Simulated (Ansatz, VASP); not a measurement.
## Cross-check of Cu9W10 (Cu(111) on W(110), film 4.2 A thick) between VASP and Ansatz

Aim: how closely do two programs agree when they are given the same cell, functional and k mesh? The cell is taken from a series of runs on this material, whose earlier steps may have relaxed, scaled, displaced or heated it; both programs get it as it stands.

Calculated with Ansatz 0.2.0; plane waves, with VASP 6.6.1 beside it; PBE.

## (1) Set-up

The cell holds 38 atoms: 20 W and 18 Cu. Cell: a = 5.282 Å, b = 6.942 Å, c = 27.154 Å, α = 90.0°, β = 90.0°, γ = 102.0°. It derives from W. As first built, before any earlier steps moved the atoms or strained the cell (in the runner's words): Cu(111) slab, 3 repeats (4.2 A between outer planes), strained in the plane by up to 3.3 % to a cell of 36 A^2 of W(110) (4 repeats);, lowest layers held; starting gap 2.2 A. Of 4 lateral registries the lowest after a short relaxation was kept. Relaxed with the MACE-MP-0b2 potential. Lattice constants are starting values near those of PBE. Vacuum lies along c.

## (2) VASP: single point, PBE

A single point takes one fixed geometry, so differences don't come from the geometry; what else differs is listed under the comparison.

Lines of VASP's logs that name or quote its potential files are left out, and so is its time.

INCAR reads:

```
SYSTEM = Cu9W10
PREC = Accurate
ENCUT = 520
EDIFF = 1E-06
NELM = 120
ISMEAR = -1
SIGMA = 0.1
LREAL = Auto
ALGO = Normal
GGA = PE
NBANDS = 188
LASPH = .TRUE.
LORBIT = 11
LWAVE = .FALSE.
LCHARG = .FALSE.
ISIF = 2
GGA_COMPAT = .FALSE.
KPAR = 4
```

POSCAR reads:

```
Cu9W10
1.0
    5.2817200000      0.0000000000      0.0000000000
   -1.4404700000      6.7904400000      0.0000000000
    0.0000000000      0.0000000000     27.1537400000
W Cu
20 18
Direct
    0.8071200000      0.6012900000      0.2578600000
    0.4927200000      0.4991800000      0.3404700000
    0.7975500000      0.5982400000      0.4235000000
    0.5084300000      0.5061100000      0.5059600000
    0.6047100000      0.2050400000      0.2578300000
    0.2980300000      0.0983900000      0.3395900000
    0.5981300000      0.1988300000      0.4235800000
    0.3045800000      0.1008900000      0.5051700000
    0.3955500000      0.7979000000      0.2582500000
    0.0987700000      0.6977400000      0.3405600000
    0.3974800000      0.7985300000      0.4237400000
    0.0847900000      0.6923100000      0.5054100000
    0.1956800000      0.3969800000      0.2586200000
    0.8982000000      0.2952200000      0.3412100000
    0.1993200000      0.3986700000      0.4238200000
    0.8987900000      0.2910200000      0.5054500000
    0.9912700000      0.9992100000      0.2585400000
    0.7041200000      0.9032600000      0.3415600000
    0.0003200000      0.9981800000      0.4236400000
    0.6964100000      0.9007800000      0.5058700000
    0.3047600000      0.7652400000      0.6246900000
    0.9798500000      0.6444300000      0.7030900000
    0.1827800000      0.5250800000      0.7773500000
    0.0485100000      0.0642800000      0.6232400000
    0.7838000000      0.9643800000      0.7002700000
    0.0140100000      0.8649000000      0.7761600000
    0.3756900000      0.3920700000      0.6289300000
    0.1156800000      0.2937600000      0.7037300000
    0.3476500000      0.1936500000      0.7770800000
    0.7615500000      0.7270100000      0.6258100000
    0.4662100000      0.6293000000      0.7019400000
    0.6852400000      0.5284900000      0.7771100000
    0.5894400000      0.1054100000      0.6234500000
    0.2951600000      0.9776900000      0.6997400000
    0.5090300000      0.8593100000      0.7754700000
    0.9209700000      0.4306700000      0.6292200000
    0.6305100000      0.3057100000      0.7026300000
    0.8419700000      0.1903900000      0.7776100000
```

KPOINTS reads:

```
Automatic mesh
0
Gamma
4 3 1
0 0 0
```

PAW data sets: W and Cu (PBE family, release 64).

The run is started by

```sh
$ mpirun -np 4 vasp_std
```

Numbers of over 12 decimals in the logs are rounded to 6 here.

What it wrote:

```text
[banner, memory and clock lines left out]
running    4 mpi-ranks, on    1 nodes
[...]
LDA part: xc-table for (Slater+PW92), standard interpolation
 POSCAR, INCAR and KPOINTS ok, starting setup
[...]
entering main loop
       N       E                     dE             d eps       ncg     rms          rms(c)
DAV:   1     0.306376123212E+04    0.30638E+04   -0.12677E+05  2632   0.188E+03
DAV:   2     0.364686496745E+03   -0.26991E+04   -0.25767E+04  2632   0.464E+02
DAV:   3    -0.221236345325E+03   -0.58592E+03   -0.52388E+03  3396   0.236E+02
DAV:   4    -0.334398325103E+03   -0.11316E+03   -0.10332E+03  4456   0.984E+01
[...]
DAV:  42    -0.309493838703E+03   -0.94424E-05   -0.39131E-06  2504   0.116E-02    0.364E-03
DAV:  43    -0.309493841027E+03   -0.23241E-05   -0.11229E-06  1688   0.132E-02    0.295E-03
DAV:  44    -0.309493841821E+03   -0.79380E-06   -0.44477E-07  1680   0.651E-03
   1 F= -.30949384E+03 E0= -.30913242E+03  d E =-.722853E+00
```

Parts of OUTCAR (step 2):

```text
  Total      -42.2094569    -37.4073154    -31.1317976     -2.4971945      0.5571183      0.0526325
  in kB      -69.4412294    -61.5409474    -51.2167285     -4.1082797      0.9165476      0.0865887
  external PRESSURE =     -60.7329685 kB  Pullay stress =       0.0000000 kB

 POSITION                                       TOTAL-FORCE (eV/Angst)
 -----------------------------------------------------------------------------------
      3.39684      4.08302      7.00186        -0.466793     -0.090820      0.957254
      1.88336      3.38965      9.24503         0.523057     -0.025362     -0.520797
      3.35069      4.06231     11.49961         0.008254      0.009825      0.396029
      1.95635      3.43671     13.73871        -0.395989     -0.374771      0.153258
      2.89855      1.39231      7.00105        -0.312551     -0.308234      0.844969
      1.43238      0.66811      9.22114         0.192890      0.079314     -0.197759
      2.87275      1.35014     11.50178        -0.002902     -0.023048      0.374652
      1.46338      0.68509     13.71725        -0.218956     -0.082766      0.474320
      0.93983      5.41809      7.01245         0.144973      0.087913      0.792575
     -0.48340      4.73796      9.24748        -0.009671      0.127605     -0.603855
      0.94912      5.42237     11.50613         0.025782      0.007036      0.385117
     -0.54941      4.70109     13.72377         0.516813      0.255146      0.283841
      0.46169      2.69567      7.02250         0.215238      0.182133      0.536922
      4.31879      2.00467      9.26513        -0.218011      0.513992     -0.761021
[...]
-----------------------------------------------------------------------------------
    total drift:                                0.000321      0.020358      0.011582

  FREE ENERGIE OF THE ION-ELECTRON SYSTEM (eV)
  ---------------------------------------------------
  free  energy   TOTEN  =      -309.4938418212 eV

  energy  without entropy=     -308.7709890164  energy(sigma->0) =     -309.13241542

[... 3 further parts left out ...]
[key lines of the parts left out:]
E-fermi :   2.0986
```

## (3) Ansatz: single point, PBE

Ansatz runs on its default PAW (the set named soft_2) files.

The same cell, functional, mesh and smearing now go to Ansatz, which takes its cutoff from its data sets.

input.yaml reads:

```yaml
crystal:
  lattice:
    - [5.28172, 0.0, 0.0]
    - [-1.44047, 6.79044, 0.0]
    - [0.0, 0.0, 27.15374]
  atoms:
    - { symbol: W, position: [0.80712, 0.60129, 0.25786] }
    - { symbol: W, position: [0.49272, 0.49918, 0.34047] }
    - { symbol: W, position: [0.79755, 0.59824, 0.4235] }
    - { symbol: W, position: [0.50843, 0.50611, 0.50596] }
    - { symbol: W, position: [0.60471, 0.20504, 0.25783] }
    - { symbol: W, position: [0.29803, 0.09839, 0.33959] }
    - { symbol: W, position: [0.59813, 0.19883, 0.42358] }
    - { symbol: W, position: [0.30458, 0.10089, 0.50517] }
    - { symbol: W, position: [0.39555, 0.7979, 0.25825] }
    - { symbol: W, position: [0.09877, 0.69774, 0.34056] }
    - { symbol: W, position: [0.39748, 0.79853, 0.42374] }
    - { symbol: W, position: [0.08479, 0.69231, 0.50541] }
    - { symbol: W, position: [0.19568, 0.39698, 0.25862] }
    - { symbol: W, position: [0.8982, 0.29522, 0.34121] }
    - { symbol: W, position: [0.19932, 0.39867, 0.42382] }
    - { symbol: W, position: [0.89879, 0.29102, 0.50545] }
    - { symbol: W, position: [0.99127, 0.99921, 0.25854] }
    - { symbol: W, position: [0.70412, 0.90326, 0.34156] }
    - { symbol: W, position: [0.00032, 0.99818, 0.42364] }
    - { symbol: W, position: [0.69641, 0.90078, 0.50587] }
    - { symbol: Cu, position: [0.30476, 0.76524, 0.62469] }
    - { symbol: Cu, position: [0.97985, 0.64443, 0.70309] }
    - { symbol: Cu, position: [0.18278, 0.52508, 0.77735] }
    - { symbol: Cu, position: [0.04851, 0.06428, 0.62324] }
    - { symbol: Cu, position: [0.7838, 0.96438, 0.70027] }
    - { symbol: Cu, position: [0.01401, 0.8649, 0.77616] }
    - { symbol: Cu, position: [0.37569, 0.39207, 0.62893] }
    - { symbol: Cu, position: [0.11568, 0.29376, 0.70373] }
    - { symbol: Cu, position: [0.34765, 0.19365, 0.77708] }
    - { symbol: Cu, position: [0.76155, 0.72701, 0.62581] }
    - { symbol: Cu, position: [0.46621, 0.6293, 0.70194] }
    - { symbol: Cu, position: [0.68524, 0.52849, 0.77711] }
    - { symbol: Cu, position: [0.58944, 0.10541, 0.62345] }
    - { symbol: Cu, position: [0.29516, 0.97769, 0.69974] }
    - { symbol: Cu, position: [0.50903, 0.85931, 0.77547] }
    - { symbol: Cu, position: [0.92097, 0.43067, 0.62922] }
    - { symbol: Cu, position: [0.63051, 0.30571, 0.70263] }
    - { symbol: Cu, position: [0.84197, 0.19039, 0.77761] }
kpoints:
  mp_grid: { grid: [4, 3, 1] }
hamiltonian:
  xc: pbe
scf:
  occupations: { method: fermi_dirac, width: 0.1 }
output:
  forces: true
  eigenvalues: true
```

The run is started by

```sh
$ ansatz run input.yaml --threads 9 --pin off --max-ram 76800MiB --backend cuda --events-out ev --progress --plain --runs-dir out
```

What it wrote:

```text
Engine: ansatz 0.2.0, x86_64-unknown-linux-gnu
Pseudopotentials: kind: paw
Pseudopotential: W, paw, valence charge 14, recommended cutoff 420 eV (normal), W.paw.azcp
Pseudopotential: Cu, paw, valence charge 19, recommended cutoff 420 eV (normal), Cu.paw.azcp
Functional definition: PBE
  parameter kappa = 0.804
  parameter beta = 0.066725
  exchange = pbe_x(kappa = kappa, mu = beta*pi^2/3)
  correlation = pbe_c(beta = beta)
device memory: the entry about to start is reckoned to put 26.0 GiB on a device that reports 71.9 GiB free
GPU FFT provider: cuFFT
GPU libraries: cuBLAS 13.8.2, cuFFT 12.4.0, cuSOLVER 12.3.4
Crystal: 38 atoms, lattice volume = 973.874 Å³
Basis set: ecut = 420 eV, 18973 PW (Γ), exchange–correlation on 72×96×384 points (8 copies of the dense FFT grid, shifted against one another)
Bands: 374, of which v1, the nominal top of the filled ones, is band 311 counted from 1 (310 counted from 0)
Symmetry: 1 space group operations
Space group: P1 (ITA 1), of the structure as read, at distance tolerance 9.9e-5 Å
k-points: 7 of 12 (time reversal used)
Non-local potential: W, projectors of the file, l = 0: 3, l = 1: 2, l = 2: 2, l = 3: 1
Non-local potential: Cu, projectors of the file, l = 0: 3, l = 1: 2, l = 2: 3, l = 3: 1
PAW form: soft (Blöchl's): semilocal exchange-correlation on the pseudo side does not see the compensation charge
PAW one-centre angular grid: W, 590 points (default); XC on 64 Gauss nodes
PAW one-centre angular grid: Cu, 590 points (default); XC on 64 Gauss nodes
Initial density: superposition of atomic densities (neutral atoms: chi_scale 0, normalization atom), corrected by the library's trained network
Initial wavefunctions: pseudopotential atomic-orbital guess
GPU buffer pool allocated for 331776 grid points (all kernels)
GPU transforms: local potential and band sums: pruned to the plane-wave sphere, on 36×45×192
Functional: x = pbe(κ = 0.804, μ = 0.219515), c = pbe(β = 0.066725)
SCF iter   1: F=—  HF=-326931.884433 eV  |F-HF|=—  |Δ(HF+E_count)|=         —  Δρ=8.57e-3  dr2=8.63e0  ethr=1.77e-3  ⟨swp⟩=7.0  Hψ=10004  notcnv=0  defer=28
preconditioner: auto → LDOS  [metal: Δε(μ)=0.019 eV  Ē_g=5.224 eV  σ=0.100 eV  W_gap=0.05  n_scr=270 (ndim 8)  ℏωp=21.2 eV  f_vac=0.361  D(μ)=22.06/eV (n_scr^D=136)  β→1.0]
SCF iter   2: F=—  HF=-326931.695293 eV  |F-HF|=—  |Δ(HF+E_count)|=   1.89e-1  Δρ=3.78e-3  dr2=7.96e-1  ethr=1.39e-3  ⟨swp⟩=2.0  Hψ=3270  notcnv=0  defer=103
SCF iter   3: F=—  HF=-326931.677722 eV  |F-HF|=—  |Δ(HF+E_count)|=   1.76e-2  Δρ=2.63e-3  dr2=1.04e-1  ethr=1.28e-4  ⟨swp⟩=2.0  Hψ=3941  notcnv=0  defer=103
SCF iter   4: F=—  HF=-326931.681400 eV  |F-HF|=—  |Δ(HF+E_count)|=   3.68e-3  Δρ=2.93e-3  dr2=5.03e-2  ethr=1.68e-5  ⟨swp⟩=2.0  Hψ=4128  notcnv=0  defer=103
SCF iter   5: F=—  HF=-326931.671610 eV  |F-HF|=—  |Δ(HF+E_count)|=   9.79e-3  Δρ=3.50e-4  dr2=2.05e-3  ethr=8.09e-6  ⟨swp⟩=2.0  Hψ=3534  notcnv=0  defer=103
SCF iter   6: F=—  HF=-326931.663897 eV  |F-HF|=—  |Δ(HF+E_count)|=   7.71e-3  Δρ=2.55e-4  dr2=8.45e-4  ethr=3.30e-7  ⟨swp⟩=2.9  Hψ=4687  notcnv=0  defer=103
SCF iter   7: F=—  HF=-326931.664709 eV  |F-HF|=—  |Δ(HF+E_count)|=   8.13e-4  Δρ=5.83e-5  dr2=1.46e-4  ethr=1.36e-7  ⟨swp⟩=2.0  Hψ=3354  notcnv=0  defer=103
SCF iter   8: F=—  HF=-326931.662192 eV  |F-HF|=—  |Δ(HF+E_count)|=   2.52e-3  Δρ=3.90e-5  dr2=2.91e-5  ethr=2.34e-8  ⟨swp⟩=2.0  Hψ=3447  notcnv=0  defer=103
SCF iter   9: F=—  HF=-326931.669561 eV  |F-HF|=—  |Δ(HF+E_count)|=   7.37e-3  Δρ=2.37e-5  dr2=6.58e-6  ethr=4.68e-9  ⟨swp⟩=2.0  Hψ=3699  notcnv=0  defer=84
SCF iter  10: F=—  HF=-326931.669561 eV  |F-HF|=—  |Δ(HF+E_count)|=   3.49e-7  Δρ=8.86e-6  dr2=1.90e-6  ethr=1.06e-9  ⟨swp⟩=2.0  Hψ=3551  notcnv=0  defer=84
SCF iter  11: F=-326931.669563 eV  HF=-326931.669563 eV  |F-HF|=4.77e-8  |Δ(HF+E_count)|=   1.53e-6  Δρ=2.95e-6  dr2=9.70e-8  ethr=1.61e-11  ⟨swp⟩=12.4  Hψ=11873  notcnv=0
SCF 1 converged in 11 iterations: F = -326931.669563 eV  dr2 = 9.70e-8
  greatest PAW one-centre occupation: 1.000 electrons in one spin orbital (limit 2), on the Cu atom at site 20 (counted from 0), in its partial waves of l = 0
SCF converged after 11 iterations
Free energy (F): -326931.669563 eV
Harris-Foulkes:  -326931.669563 eV  (|F-HF|=4.77e-8)
Internal energy: -326930.945894 eV  (E = F + TS)
E sigma→0 (E₀):  -326931.307728 eV
Entropy (-TS):   -0.723669 eV (-19.044 meV/atom)
Fermi energy:    8.930571 eV
--- Per-component energies (eV) ---
  E_band       = -14449.859656
  E_kinetic    = 14328.332795
  E_local      = -815596.863017  (includes V_loc(G=0)·N_el)
  E_nonlocal   = 7074.815713
  E_hartree    = 398618.996602
  E_xc         = -6904.812341
  E_vxc        = -6794.219686  (∫ρ·V_xc dr)
  E_paw        = -201217.265103  (= ΣΔE_a)
  E_vpaw       = -10699.881003  (= ΣTr[D̂ρ^β])
  E_aug_tail   = 0.003778  (compensation charges beyond the density's cutoff)
  E_ewald      = 276765.845679
[...]
k-point 2: bands = [... 307 lower, 8.3587, 8.3863, 8.6301, 8.7549, 8.8531, 8.8969, 8.9444, 9.1498, ... 59 higher]
  k-point 6: bands = [... 307 lower, 8.9230, 8.9475, 8.9652, 9.0483, 9.1556, 9.2632, 9.3652, 9.5973, ... 59 higher]
```

In the SCF lines HF is the Harris–Foulkes energy and dr2 the Hartree energy of the density residual, in eV; the loop may stop once dr2 is under the threshold and the program's other checks hold. Hψ counts applications of the Hamiltonian.

## (4) Side by side

Known differences besides the potentials themselves: the data sets hold 622 valence electrons in Ansatz (on its default PAW (the set named soft_2) files) and 318 in VASP; the cutoff is 420 eV in Ansatz and 520 eV in VASP (PREC = Accurate, projectors in real space). Total energies have different zeros and are not compared.

Forces on 10 of the 38 atoms, those with the largest forces and the largest differences (eV/Å; atoms numbered as in POSCAR):

| atom | Ansatz x, y, z | VASP x, y, z |
| --- | --- | --- |
| W1 | -0.510, -0.083, 0.784 | -0.467, -0.091, 0.957 |
| W5 | -0.340, -0.325, 0.668 | -0.313, -0.308, 0.845 |
| W8 | -0.235, -0.093, 0.669 | -0.219, -0.083, 0.474 |
| W9 | 0.168, 0.114, 0.620 | 0.145, 0.088, 0.793 |
| W12 | 0.561, 0.279, 0.482 | 0.517, 0.255, 0.284 |
| W14 | -0.228, 0.554, -0.722 | -0.218, 0.514, -0.761 |
| W17 | 0.449, -0.005, 0.394 | 0.425, -0.001, 0.586 |
| W18 | -0.510, -0.635, -0.913 | -0.480, -0.587, -0.942 |
| Cu21 | -0.603, -0.270, -0.478 | -0.601, -0.270, -0.494 |
| Cu27 | 0.417, 0.404, -0.606 | 0.416, 0.404, -0.621 |

The forces differ by 58 meV/Å r.m.s., which is 17.5 % of the r.m.s. force of 0.332 eV/Å (both taken over all components). Where the cell holds vacuum, a pressure given here is an average over it and none of the material.

## (5) What came out

```yaml
r_m_s_force_difference_single_point_pbe: 18 % of the r.m.s. force
```

**Reading.** The r.m.s. force difference is 18 % of the r.m.s. force (single point, PBE), beyond the 3 % picked in this series as the mark of a large difference. The data sets hold unlike numbers of valence electrons (622 in Ansatz and 318 in VASP), so part of the differences may come from the potentials. What causes the difference of the single point, PBE pair stays open here. Such differences can come from data sets, numerical settings and the points named under the comparisons, not from the functional's error against experiment.

[Lines on the potential files, build, host, timing and source positions are cut from VASP's logs without a mark.]

[Logs are printed without paths, hosts, clocks, repeated set-up lines and the standing remarks that a program may print on its own settings, such as how far it seeks lower states.]

[Hosts, paths, dates, database ids (printed as entryN), source tags and the programs' standing remarks are cut or masked in the printed files.]
